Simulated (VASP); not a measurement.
```xyz
2
Lattice="0.0000 1.7943 1.7943 1.7943 0.0000 1.7943 1.7943 1.7943 0.0000" Properties=species:S:1:pos:R:3 pbc="T T T"
C      0.0000     0.0000     0.0000
C      0.8971     0.8971     0.8971
```

These are AM05 GGA, VASP's PBE PAW potentials (set 64) (plane waves; VASP) values and carry that method's errors. Numerical set-up: 520 eV cut-off, 13×13×13 Γ-centred mesh, Gaussian smearing of 0.050 eV, potentials C.

**Question.** Give the stress tensor in GPa (positive for a compressed cell).

**Answer.** 
```
-12.66    0.00    0.00
  0.00  -12.66    0.00
  0.00    0.00  -12.66
```
The pressure is its mean diagonal, -12.66 GPa.

The compound is C in the diamond structure. This cell is one point of a volume scan, at 1.03 of the reference volume.
